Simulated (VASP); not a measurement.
```
InSb
1.0
    0.00000     3.23691     3.23691
    3.23691     0.00000     3.23691
    3.23691     3.23691     0.00000
In Sb
1 1
Cartesian
  6.47381   6.47381   6.47381
  1.61845   1.61845   1.61845
```

Level of theory: AM05 GGA, VASP's PBE PAW potentials (set 64) (plane waves; VASP 6.6.1). Run with 520 eV cut-off, 10×10×10 Γ-centred mesh, first-order Methfessel-Paxton smearing of 0.10 eV, potentials In_d Sb.

### Question
Give the stress tensor in GPa (positive for a compressed cell).

### Answer

```
1.35  0.00  0.00
0.00  1.35  0.00
0.00  0.00  1.35
```
The pressure is its mean diagonal, 1.35 GPa.

The compound is InSb in the zinc blende structure. This cell is one point of a volume scan, at 0.97 of the reference volume.
